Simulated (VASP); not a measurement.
Consider the following.

```yaml
crystal:
  lattice:
    - [0.00000, 1.90312, 1.90312]
    - [1.90312, 0.00000, 1.90312]
    - [1.90312, 1.90312, 0.00000]
  atoms:
    - { symbol: Rh, position: [0.00000, 0.00000, 0.00000] }
```

These are rev-vdW-DF2, VASP's PBE PAW potentials (set 64) (plane waves; VASP 6.6.1) values and carry that method's errors. Settings: 520 eV cut-off, 18×18×18 Γ-centred mesh, tetrahedra with Blöchl corrections, potentials Rh_pv.

Question: Tabulate the total density of states (states/eV per cell) against energy (eV; zero at the valence-band maximum or, without a gap, the Fermi level).

Answer: 
(E (eV), DOS (states/eV)): (-9.98, 0.00); (-9.38, 0.00); (-8.90, 0.00); (-8.30, 0.00); (-7.70, 0.03); (-7.22, 0.06); (-6.62, 0.10); (-6.02, 0.53); (-5.54, 1.58); (-4.94, 1.69); (-4.34, 1.16); (-3.86, 1.31); (-3.26, 1.42); (-2.66, 2.74); (-2.18, 1.34); (-1.58, 1.44); (-0.98, 1.38); (-0.50, 1.21); (0.10, 1.42); (0.70, 1.30); (1.18, 0.22); (1.78, 0.24); (2.38, 0.24); (2.86, 0.24); (3.46, 0.24)
Within 2 eV below the Fermi level the largest weight inside VASP's projection spheres is Rh d.

The compound is Rh in the fcc structure. It was relaxed first.
